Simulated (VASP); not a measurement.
## Te₂Mo (relaxed from the CdI2 structure, space group P-3m1): computed properties

Calculation: r2SCAN meta-GGA, VASP's PBE PAW potentials (set 64) (plane waves; VASP).

| Quantity | Value |
|---|---|
| space group | P-3m1 (164) |
| cell | a = 3.5305 Å, b = 3.5305 Å, c = 7.4539 Å, α = 90.00°, β = 90.00°, γ = 120.00° |
| volume per atom | 26.82 Å^3/atom |
| band gap (over mesh and band path) | none (metal, semimetal or under 0.01 eV) |
| density | 7.25 g/cm³ |

```xyz
3
Lattice="3.5305 0.0000 0.0000 -1.7652 3.0575 0.0000 0.0000 0.0000 7.4539" Properties=species:S:1:pos:R:3 pbc="T T T"
Mo     0.0000     0.0000     0.0000
Te     0.0000     2.0383     1.8297
Te     1.7652     1.0192     5.6242
```

Unless said otherwise, spin-orbit coupling is left out, though it shifts the bands of the heavy elements here.

The structure was generated: Te2Mo was put into the CdI2 type (P-3m1), which need not be its known phase. It was relaxed first, which changed the volume by -15 %. Symmetry was kept, so distortions that lower it aren't found.
